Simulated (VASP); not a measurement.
```
CELL_PARAMETERS angstrom
      2.52276     0.00000     0.00000
      0.00000     3.56772     0.00000
      0.00000     0.00000    24.91534
ATOMIC_POSITIONS crystal
  Cu 0.00000 0.00000 0.32581
  Cu 0.50000 0.50000 0.37154
  Cu 0.00000 0.00000 0.42450
  Cu 0.50000 0.50000 0.47418
  Cu 0.00000 0.00000 0.52582
  Cu 0.50000 0.50000 0.57550
  Cu 0.00000 0.00000 0.62846
  Cu 0.50000 0.50000 0.67419
```

All values below come from PBEsol GGA, VASP's PBE PAW potentials (set 64) (plane waves; VASP). Numerical set-up: PREC = Normal, 400 eV cut-off, 11×8×1 Γ-centred mesh, first-order Methfessel-Paxton smearing of 0.10 eV, potentials Cu.

### Question
What does the run give for the energy per atom (σ→0), band gap (on the k-mesh) with the smallest direct gap where there is one?

### Answer

```
Item                                                        Result
------------------------  ----------------------------------------
band gap (on the k-mesh)  none (metal, semimetal or under 0.01 eV)
energy per atom (σ→0)                               -4.044 eV/atom
```

The cell is a thin slab with vacuum, built from Cu (fcc): (110) face.
